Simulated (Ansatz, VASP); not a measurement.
# YB4 (YB4 (P4/mbm)): VASP beside Ansatz, part 2 of 2

Wanted: the spread between two codes on one cell, functional and k mesh. The cell is taken from a series of runs on this material, whose earlier steps may have relaxed, scaled, displaced or heated it; both programs get it as it stands.

VASP 6.6.1 and Ansatz 0.2.0.

So far: Set-up; VASP: relaxation of cell and atoms, r2SCAN.

**3. Ansatz: relaxation of cell and atoms, r2SCAN**

Level of this step: Ansatz beside VASP: Kohn-Sham DFT, plane waves, r2SCAN (Ansatz).

Ansatz runs on its PAW soft_1 files.

The same cell, functional, mesh and smearing now go to Ansatz.

input.yaml reads:

```yaml
crystal:
  lattice:
    - [7.1041184, 0.0, 0.0]
    - [0.0, 7.1041184, 0.0]
    - [0.0, 0.0, 4.0189614]
  atoms:
    - { symbol: "Y", position: [0.68229517, 0.18229517, 0.0] }
    - { symbol: "Y", position: [0.81770483, 0.68229517, 0.0] }
    - { symbol: "Y", position: [0.18229517, 0.31770483, 0.0] }
    - { symbol: "Y", position: [0.31770483, 0.81770483, 0.0] }
    - { symbol: B, position: [0.46169713, 0.32422319, 0.5] }
    - { symbol: B, position: [0.53830287, 0.67577681, 0.5] }
    - { symbol: B, position: [0.32422319, 0.53830287, 0.5] }
    - { symbol: B, position: [0.67577681, 0.46169713, 0.5] }
    - { symbol: B, position: [0.0, 0.0, 0.20303487] }
    - { symbol: B, position: [0.5, 0.5, 0.79696513] }
    - { symbol: B, position: [0.0, 0.0, 0.79696513] }
    - { symbol: B, position: [0.5, 0.5, 0.20303487] }
    - { symbol: B, position: [0.08716979, 0.58716979, 0.5] }
    - { symbol: B, position: [0.41283021, 0.08716979, 0.5] }
    - { symbol: B, position: [0.58716979, 0.91283021, 0.5] }
    - { symbol: B, position: [0.91283021, 0.41283021, 0.5] }
    - { symbol: B, position: [0.17577681, 0.03830287, 0.5] }
    - { symbol: B, position: [0.96169713, 0.17577681, 0.5] }
    - { symbol: B, position: [0.03830287, 0.82422319, 0.5] }
    - { symbol: B, position: [0.82422319, 0.96169713, 0.5] }
basis:
  ecutwfc: 500
  xc_grid: 2
hamiltonian:
  xc: r2scan
  pseudopotentials: { kind: paw, azcp: { folder: soft_1 } }
kpoints:
  mp_grid: { grid: [6, 6, 10] }
scf:
  occupations: { method: fermi_dirac, width: 0.05 }
  max_iter: 150
output:
  forces: true
  stress: true
relax:
  f_tol: 0.01
  max_steps: 60
  cell: {}
checkpoint:
  write: "../r2scan.run"
  compress: false
  write_wavefunctions: false
  write_every: 100000
```

Started as:

```bash
$ ansatz run input.yaml --threads 4 --pin off --max-ram 6594MiB --backend cpu --events-out ev --progress --plain --runs-dir out
```

Numbers of over 12 decimals in the logs are rounded to 6 here.

Output:

```text
Engine: ansatz 0.2.0, aarch64-unknown-linux-gnu
Pseudopotentials: kind: paw
Pseudopotential: Y, paw, valence charge 11, recommended cutoff 500 eV (meta_gga), soft_1/Y.paw.azcp
Pseudopotential: B, paw, valence charge 3, recommended cutoff 500 eV (meta_gga), soft_1/B.paw.azcp
Functional definition: r2SCAN
  parameter k0 = 0.174
  parameter k1 = 0.065
  parameter a1 = 4.9479
  exchange = r2scan_x(k0 = k0, k1 = k1, a1 = a1)
  correlation = r2scan_c
Crystal: 20 atoms, lattice volume = 202.831 Å³
Basis set: ecut = 500 eV, 5163 PW (Γ), exchange–correlation on 108×108×60 points (8 copies of the dense FFT grid, shifted against one another)
Bands: 66, of which v1, the nominal top of the filled ones, is band 46 counted from 1 (45 counted from 0)
Symmetry: 16 space group operations
Space group: P4/mbm (ITA 127), of the structure as read, at distance tolerance 5.9e-5 Å
k-points: 60 of 360
Non-local potential: Y, projectors of the file, l = 0: 3, l = 1: 2, l = 2: 2, l = 3: 1
Non-local potential: B, projectors of the file, l = 0: 2, l = 1: 2, l = 2: 1
PAW form: soft (Blöchl's): semilocal exchange-correlation on the pseudo side does not see the compensation charge
PAW frozen core: Y, regenerated for the run's functional (the file was generated under x = pbe(κ = 0.804, μ = 0.219515), c = pbe(β = 0.066725))
PAW frozen core: B, regenerated for the run's functional (the file was generated under x = pbe(κ = 0.804, μ = 0.219515), c = pbe(β = 0.066725))
PAW one-centre angular grid: Y, 590 points (default); XC on 160 Gauss nodes
PAW one-centre angular grid: B, 302 points (default); XC on 223 of its mesh's 2233 points in the sphere
Initial density: superposition of atomic densities (chi_scale 0.1, normalization cell, long waves kept (reshape's long-wave potential 0.01 eV rms))
Initial wavefunctions: pseudopotential atomic-orbital guess
Functional: x = r2scan, c = r2scan; τ floored in thin density (d = 2e-4 eV/Å³)
SCF iter   1: F=—  HF=-17961.319931 eV  |F-HF|=—  |Δ(HF+E_count)|=         —  Δρ=6.80e-2  dr2=1.89e1  dr2_τ=3.24e0  ethr=3.10e-3  ⟨swp⟩=6.1  Hψ=17277  notcnv=0  defer=234
preconditioner: auto → Kerker (q_TF=auto, 2.391 Å⁻¹)  [metal: Δε(μ)=0.028 eV  Ē_g=15.482 eV  σ=0.050 eV  W_gap=0.14  n_scr=46 (ndim 8)  ℏωp=23.9 eV  f_vac=0.000  D(μ)=2.21/eV (n_scr^D=8)]
SCF iter   2: F=—  HF=-17958.823338 eV  |F-HF|=—  |Δ(HF+E_count)|=    2.50e0  Δρ=4.15e-2  dr2=7.54e0  dr2_τ=4.98e-2  ethr=3.10e-3  ⟨swp⟩=3.0  Hψ=6956  notcnv=0  defer=752
SCF iter   3: F=—  HF=-17957.099483 eV  |F-HF|=—  |Δ(HF+E_count)|=    1.72e0  Δρ=5.86e-3  dr2=5.08e-2  dr2_τ=7.82e-3  ethr=3.10e-3  ⟨swp⟩=4.0  Hψ=6115  notcnv=0  defer=752
SCF iter   4: F=—  HF=-17957.134782 eV  |F-HF|=—  |Δ(HF+E_count)|=   3.53e-2  Δρ=1.58e-3  dr2=6.88e-3  dr2_τ=1.09e-3  ethr=5.53e-5  ⟨swp⟩=2.5  Hψ=7575  notcnv=0  defer=753
SCF iter   5: F=—  HF=-17957.137223 eV  |F-HF|=—  |Δ(HF+E_count)|=   2.44e-3  Δρ=3.86e-4  dr2=3.57e-4  dr2_τ=3.59e-5  ethr=7.48e-6  ⟨swp⟩=2.2  Hψ=5025  notcnv=0  defer=753
SCF iter   6: F=—  HF=-17957.137530 eV  |F-HF|=—  |Δ(HF+E_count)|=   3.07e-4  Δρ=1.09e-4  dr2=2.44e-5  dr2_τ=5.23e-7  ethr=3.88e-7  ⟨swp⟩=2.0  Hψ=5334  notcnv=0  defer=753
SCF iter   7: F=—  HF=-17957.137739 eV  |F-HF|=—  |Δ(HF+E_count)|=   2.09e-4  Δρ=2.61e-5  dr2=2.09e-6  dr2_τ=6.15e-8  ethr=2.65e-8  ⟨swp⟩=2.1  Hψ=6086  notcnv=0  defer=753
SCF iter   8: F=—  HF=-17957.137741 eV  |F-HF|=—  |Δ(HF+E_count)|=   1.35e-6  Δρ=6.51e-6  dr2=1.47e-7  dr2_τ=1.05e-8  ethr=2.27e-9  ⟨swp⟩=2.0  Hψ=5759  notcnv=0  defer=753
SCF iter   9: F=-17957.137741 eV  HF=-17957.137741 eV  |F-HF|=1.14e-9  |Δ(HF+E_count)|=   3.94e-8  Δρ=1.79e-6  dr2=1.17e-8  dr2_τ=1.59e-10  ethr=1.09e-10  ⟨swp⟩=4.0  Hψ=11712  notcnv=0
SCF 1 converged in 9 iterations: F = -17957.137741 eV  dr2 = 1.17e-8
  greatest PAW one-centre occupation: 0.996 electrons in one spin orbital (limit 2), on the Y atom at site 2 (counted from 0), in its partial waves of l = 0
relax step   1: F+E_penalty+E_count = -17957.13774066 eV  Δ(F+E_penalty+E_count) = +0.000e0 eV  max|allowed force component| = 2.731e-2 eV/Å  Δτ_max = 0.0000 Å  P = -0.152 GPa  Ω = 202.831 Å³  (9 SCF iters, dr2 threshold 1.00e-7 eV, accepted)
[...]
relax step   2: F+E_penalty+E_count = -17957.13782573 eV  Δ(F+E_penalty+E_count) = -8.507e-5 eV  max|allowed force component| = 1.532e-2 eV/Å  Δτ_max = 0.0053 Å  P = -0.029 GPa  Ω = 202.697 Å³  energy of the carried Pulay correction = +2.431e-5 eV  (5 SCF iters, dr2 threshold 6.10e-8 eV, accepted)
[...]
relax step   3: F+E_penalty+E_count = -17957.13799751 eV  Δ(F+E_penalty+E_count) = -1.718e-4 eV  max|allowed force component| = 8.806e-3 eV/Å  Δτ_max = 0.0030 Å  P = -0.026 GPa  Ω = 202.697 Å³  energy of the carried Pulay correction = +2.429e-5 eV  (5 SCF iters, dr2 threshold 1.47e-8 eV, accepted)
[...]
relax step   4: F+E_penalty+E_count = -17957.13797860 eV  Δ(F+E_penalty+E_count) = +1.892e-5 eV  max|allowed force component| = 8.807e-3 eV/Å  Δτ_max = 0.0000 Å  P = -0.026 GPa  Ω = 202.697 Å³  stress off target by 2.65e-2 GPa  SCF on the basis re-selected at this cell (its energy is not comparable with the rows above)  (4 SCF iters)
basis re-selected at this cell: Δ(F+E_penalty+E_count) = +1.892e-5 eV, ΔP = -0.000 GPa vs the last step (what re-selecting the basis moved, of the pressure what is left beyond the Pulay correction that the steps carried, after the strain that the cell walked since its last selection, with what the two solves' SCF thresholds leave and, on support functions, any second-order correction that the steps lacked; it is no m [...]
SCF converged after 4 iterations
Free energy (F): -17957.137979 eV
Harris-Foulkes:  -17957.137979 eV  (|F-HF|=7.28e-12)
Internal energy: -17957.119799 eV  (E = F + TS)
E sigma→0 (E₀):  -17957.128889 eV
Entropy (-TS):   -0.018180 eV (-0.909 meV/atom)
Fermi energy:    12.211078 eV
--- Per-component energies (eV) ---
  E_band       = -181.030421
  E_kinetic    = 2074.385586
  E_local      = -2169.555421  (includes V_loc(G=0)·N_el)
  E_nonlocal   = 226.588106
  E_hartree    = 692.866295
  E_xc         = -1219.316336
  E_vxc        = -1603.149485  (∫ρ·V_xc dr)
  E_paw        = -12600.822279  (= ΣΔE_a)
  E_vpaw       = -176.715403  (= ΣTr[D̂ρ^β])
  E_aug_tail   = 0.000028  (compensation charges beyond the density's cutoff)
  E_vtau       = 81.683670  (kinetic-family band-sum trace: ∫τ·v_τ [+ j·A + Jᵃ·Aᵃ] dr)
  E_ewald      = -4960.354892
  E_core_change = -0.910886  (= ΣΔE_core)
  E_smearing   = -0.018180  (= −TS)
  E_closure    = 0.000000  (closes the sum)
  Σ components = -17957.137979   (vs F -17957.137979, Δ=0.00e0)
--- Forces (eV/Å), atoms counted from 1 ---
  atom   1  Y      0.00187414     0.00187414     0.00000000
  atom   2  Y     -0.00187414     0.00187414     0.00000000
  atom   3  Y      0.00187414    -0.00187414     0.00000000
  atom   4  Y     -0.00187414    -0.00187414     0.00000000
  atom   5  B     -0.00024542     0.00366961     0.00000000
  atom   6  B      0.00024542    -0.00366961     0.00000000
  atom   7  B      0.00366961     0.00024542     0.00000000
  atom   8  B     -0.00366961    -0.00024542     0.00000000
  atom   9  B      0.00000000     0.00000000     0.00880672
  atom  10  B      0.00000000     0.00000000    -0.00880672
  atom  11  B      0.00000000     0.00000000    -0.00880672
  atom  12  B      0.00000000     0.00000000     0.00880672
  atom  13  B      0.00649964     0.00649964     0.00000000
  atom  14  B     -0.00649964     0.00649964     0.00000000
  atom  15  B      0.00649964    -0.00649964     0.00000000
  atom  16  B     -0.00649964    -0.00649964     0.00000000
  atom  17  B     -0.00366961     0.00024542     0.00000000
  atom  18  B     -0.00024542    -0.00366961     0.00000000
  atom  19  B      0.00024542     0.00366961     0.00000000
  atom  20  B      0.00366961    -0.00024542     0.00000000
  max |Σ_I F_I| component: 2.52e-17 eV/Å
--- Stress (GPa, compression-positive) ---
       -0.026020       0.000000       0.000000
        0.000000      -0.026020       0.000000
        0.000000       0.000000      -0.026459
  P = ⅓ Tr σ = -0.0262 GPa (-0.262 kbar)
--- Relaxed structure (3 steps of the walk, 3 accepted, 1 SCFs on fresh bases) ---
  F+E_penalty+E_count = -17957.13797860 eV   max|allowed force component| = 8.807e-3 eV/Å   (the final SCF, on the basis selected at the relaxed cell)
  cell:  # Å, volume = 202.6970 Å³
    - [7.102492, 0, 0.0]
    - [0, 7.102492, 0.0]
    - [0.0, 0.0, 4.018146]
  atoms:
    - { symbol: Y, position: [0.682068, 0.182068, 0] }
    - { symbol: Y, position: [0.817932, 0.682068, 0] }
    - { symbol: Y, position: [0.182068, 0.317932, 0] }
    - { symbol: Y, position: [0.317932, 0.817932, 0] }
    - { symbol: B, position: [0.461535, 0.324269, 0.5] }
    - { symbol: B, position: [0.538465, 0.675731, 0.5] }
    - { symbol: B, position: [0.324269, 0.538465, 0.5] }
    - { symbol: B, position: [0.675731, 0.461535, 0.5] }
    - { symbol: B, position: [0, 0, 0.203099] }
    - { symbol: B, position: [0.5, 0.5, 0.796901] }
    - { symbol: B, position: [0, 0, 0.796901] }
    - { symbol: B, position: [0.5, 0.5, 0.203099] }
    - { symbol: B, position: [0.087249, 0.587249, 0.5] }
    - { symbol: B, position: [0.412751, 0.087249, 0.5] }
    - { symbol: B, position: [0.587249, 0.912751, 0.5] }
    - { symbol: B, position: [0.912751, 0.412751, 0.5] }
    - { symbol: B, position: [0.175731, 0.038465, 0.5] }
    - { symbol: B, position: [0.961535, 0.175731, 0.5] }
    - { symbol: B, position: [0.038465, 0.824269, 0.5] }
    - { symbol: B, position: [0.824269, 0.961535, 0.5] }
```

The column dr2 measures how far the density is from self-consistency, as an energy; F and HF (Harris–Foulkes) agree once it is small.

**4. Side by side**

Known differences besides the potentials themselves: VASP keeps PBE cores, Ansatz makes them for the functional; the cutoff is 500 eV in Ansatz and 550 eV in VASP; Ansatz adds a Pulay correction to the stress that steers its cell, VASP none. Total energies have different zeros and are not compared.

Both answers:

```tsv
quantity	Ansatz	VASP	difference
volume (Å³)	202.70	202.77	-0.03 %
edge a after relaxation, in the typed setting (Å)	7.103	7.103	-0.01 %
edge c after relaxation, in the typed setting (Å)	4.018	4.019	-0.01 %
```

**5. Outcome**

| Property | Result |
| --- | --- |
| difference in volume (relaxation of cell and atoms, r2SCAN) | -0.034 % |

In words: The difference in volume is -0.034 % (relaxation of cell and atoms, r2SCAN), within the 1.2 % picked in this series as the mark of a large difference, as far as the stopping tolerances let one tell. Such differences can come from data sets, numerical settings and the points named under the comparisons, not from the functional's error against experiment.

[Lines on the potential files, build, host, timing and source positions are cut from VASP's logs without a mark.]

[Logs are printed without paths, hosts, clocks, repeated set-up lines and the standing remarks that a program may print on its own settings, such as how far it seeks lower states.]

[Hosts, paths, dates, database ids (printed as entryN), source tags and the programs' standing remarks are cut or masked in the printed files.]
